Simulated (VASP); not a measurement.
Input for VASP

### POSCAR
```
Ge
1
    0.0000000000     2.8290000000     2.8290000000
    2.8290000000     0.0000000000     2.8290000000
    2.8290000000     2.8290000000     0.0000000000
Ge
2
Direct
  0.0000000000   0.0000000000   0.0000000000
  0.2500000000   0.2500000000   0.2500000000
```

### KPOINTS
```
Automatic mesh
0
Gamma
6 6 6
0 0 0
```

INCAR:
```
SYSTEM = Ge
PREC = Accurate
ENCUT = 400
EDIFF = 1E-6
NELM = 60
ALGO = Normal
LREAL = .FALSE.
LASPH = .TRUE.
ISMEAR = 0
SIGMA = 0.05
GGA = PE
LMAXMIX = 4
LWAVE = .FALSE.
LCHARG = .FALSE.
ISIF = 2
IMIX = 1
AMIX = 1.5
BMIX = 0.0001
```

POTCAR, in this order: Ge_d (PBE.64 set). Program: vasp_std.

Output of the run:

File standard output:
```
...
DAV:  21    -0.115561974030E+02   -0.17525E+01   -0.25687E+01   748   0.978E+01    0.615E+00
DAV:  22    -0.177313805665E+02   -0.61752E+01   -0.89063E+01   768   0.240E+02    0.103E+01
DAV:  23    -0.345030636472E+02   -0.16772E+02   -0.24714E+02   742   0.256E+02    0.217E+01
DAV:  24    -0.112538067126E+03   -0.78035E+02   -0.10579E+03   596   0.161E+03    0.301E+01
DAV:  25    -0.325003358681E+03   -0.21247E+03   -0.27906E+03   630   0.484E+02    0.119E+02
DAV:  26    -0.363949915166E+04   -0.33145E+04   -0.36755E+04   680   0.114E+04    0.393E+02
DAV:  27    -0.459536574814E+04   -0.95587E+03   -0.38958E+04   718   0.121E+03    0.505E+02
DAV:  28    -0.104432887515E+05   -0.58479E+04   -0.11436E+05   760   0.357E+03    0.724E+02
DAV:  29    -0.994055337557E+04    0.50274E+03   -0.75162E+04   858   0.115E+03    0.893E+02
DAV:  30    -0.136067574740E+05   -0.36662E+04   -0.13828E+05   784   0.194E+03    0.703E+02
DAV:  31    -0.116080365264E+05    0.19987E+04   -0.81685E+04   888   0.114E+03    0.638E+02
DAV:  32    -0.145149824416E+05   -0.29069E+04   -0.14399E+05   808   0.207E+03    0.725E+02
DAV:  33    -0.123878019067E+05    0.21272E+04   -0.87177E+04   904   0.120E+03    0.774E+02
DAV:  34    -0.150649535282E+05   -0.26772E+04   -0.14810E+05   800   0.174E+03    0.741E+02
DAV:  35    -0.124891845447E+05    0.25758E+04   -0.86401E+04   880   0.117E+03    0.727E+02
DAV:  36    -0.150624709565E+05   -0.25733E+04   -0.14875E+05   816   0.206E+03    0.665E+02
DAV:  37    -0.125621886777E+05    0.25003E+04   -0.87209E+04   888   0.119E+03    0.637E+02
DAV:  38    -0.152054700755E+05   -0.26433E+04   -0.14934E+05   808   0.179E+03    0.631E+02
DAV:  39    -0.125349404082E+05    0.26705E+04   -0.86261E+04   888   0.115E+03    0.629E+02
DAV:  40    -0.151947721259E+05   -0.26598E+04   -0.14999E+05   824   0.188E+03    0.671E+02
DAV:  41    -0.125658379839E+05    0.26289E+04   -0.86631E+04   872   0.116E+03    0.695E+02
DAV:  42    -0.151610728939E+05   -0.25952E+04   -0.14929E+05   792   0.197E+03    0.668E+02
DAV:  43    -0.125278131208E+05    0.26333E+04   -0.86163E+04   896   0.117E+03    0.656E+02
DAV:  44    -0.153475173779E+05   -0.28197E+04   -0.15154E+05   816   0.178E+03    0.706E+02
DAV:  45    -0.126825081023E+05    0.26650E+04   -0.87327E+04   864   0.117E+03    0.730E+02
DAV:  46    -0.152826377300E+05   -0.26001E+04   -0.14987E+05   808   0.201E+03    0.753E+02
DAV:  47    -0.126536830021E+05    0.26290E+04   -0.87439E+04   864   0.118E+03    0.768E+02
DAV:  48    -0.152910954883E+05   -0.26374E+04   -0.15027E+05   808   0.184E+03    0.743E+02
DAV:  49    -0.125848617968E+05    0.27062E+04   -0.86716E+04   856   0.117E+03    0.721E+02
DAV:  50    -0.151260964075E+05   -0.25412E+04   -0.14861E+05   824   0.200E+03    0.686E+02
DAV:  51    -0.126292416169E+05    0.24969E+04   -0.87643E+04   872   0.117E+03    0.679E+02
DAV:  52    -0.152919389209E+05   -0.26627E+04   -0.15081E+05   816   0.176E+03    0.700E+02
DAV:  53    -0.126935696477E+05    0.25984E+04   -0.87664E+04   912   0.116E+03    0.711E+02
DAV:  54    -0.154278702791E+05   -0.27343E+04   -0.15198E+05   840   0.158E+03    0.741E+02
DAV:  55    -0.127885983284E+05    0.26393E+04   -0.88405E+04   888   0.116E+03    0.753E+02
DAV:  56    -0.153018922610E+05   -0.25133E+04   -0.15019E+05   800   0.175E+03    0.683E+02
DAV:  57    -0.125783610887E+05    0.27235E+04   -0.86360E+04   880   0.116E+03    0.652E+02
DAV:  58    -0.151930308702E+05   -0.26147E+04   -0.15014E+05   840   0.192E+03    0.644E+02
DAV:  59    -0.125720196075E+05    0.26210E+04   -0.86824E+04   880   0.116E+03    0.639E+02
DAV:  60    -0.151238803221E+05   -0.25519E+04   -0.14847E+05   816   0.227E+03

 -----------------------------------------------------------------------------
|                                                                             |
|           W    W    AA    RRRRR   N    N  II  N    N   GGGG   !!!           |
|           W    W   A  A   R    R  NN   N  II  NN   N  G    G  !!!           |
|           W    W  A    A  R    R  N N  N  II  N N  N  G       !!!           |
|           W WW W  AAAAAA  RRRRR   N  N N  II  N  N N  G  GGG   !            |
|           WW  WW  A    A  R   R   N   NN  II  N   NN  G    G                |
|           W    W  A    A  R    R  N    N  II  N    N   GGGG   !!!           |
|                                                                             |
|     The electronic self-consistency was not achieved in the given           |
|     number of steps (NELM). The forces and other quantities evaluated       |
|     might not be reliable so examine the results carefully. If you find     |
|     spurious results, we suggest increasing NELM, if you were close to      |
|     convergence or switching to a different ALGO or adjusting the           |
|     density mixing parameters otherwise.                                    |
|                                                                             |
 -----------------------------------------------------------------------------

   1 F= -.15123880E+05 E0= -.15123879E+05  d E =-.285671E-02
```

### OUTCAR
```
------------------------ aborting loop EDIFF was not reached (unconverged)  ----------------------------
  FORCE on cell =-STRESS in cart. coord.  units (eV):
  Direction    XX          YY          ZZ          XY          YZ          ZX
  --------------------------------------------------------------------------------------
  Total     5007.3524312   5007.3524312   5007.3524312      0.0000000      0.0000000      0.0000000
  in kB   177169.8851617 177169.8851617 177169.8851617      0.0000000      0.0000000      0.0000000
  external PRESSURE =  177169.8851617 kB  Pullay stress =       0.0000000 kB
  volume of cell :       45.28
      direct lattice vectors                 reciprocal lattice vectors
     0.000000000  2.829000000  2.829000000    -0.176740898  0.176740898  0.176740898
     2.829000000  0.000000000  2.829000000     0.176740898 -0.176740898  0.176740898
     2.829000000  2.829000000  0.000000000     0.176740898  0.176740898 -0.176740898
 POSITION                                       TOTAL-FORCE (eV/Angst)
 -----------------------------------------------------------------------------------
      0.00000      0.00000      0.00000         0.000000     -0.000000     -0.000000
      1.41450      1.41450      1.41450        -0.000000      0.000000      0.000000
 -----------------------------------------------------------------------------------
    total drift:                               -0.000000     -0.000000     -0.000000
  FREE ENERGIE OF THE ION-ELECTRON SYSTEM (eV)
  ---------------------------------------------------
  free  energy   TOTEN  =    -15123.8803221313 eV

  energy  without entropy=   -15123.8774654217  energy(sigma->0) =   -15123.87889378
```
(Selected blocks of OUTCAR.)

Problem. From input and log, find the fault in this run and mend it.

Solution. The cause: simple mixing (IMIX = 1) with AMIX above 1 overshoots. Convergence was not reached. Against the sound run, the energy per atom (σ→0) falls by 7557.457 eV/atom; the pressure rises by 17713.78 GPa; the band gap falls by 0.03 eV. To mend it, remove IMIX, remove AMIX, remove BMIX.

The mended run (PBE GGA, plane waves, VASP's PBE PAW potentials (set 64)) converges, and its OSZICAR ends with
```
   1 F= -.89649644E+01 E0= -.89647769E+01  d E =-.375049E-03
```

The compound is Ge in the diamond structure. The cell was not relaxed at this level.
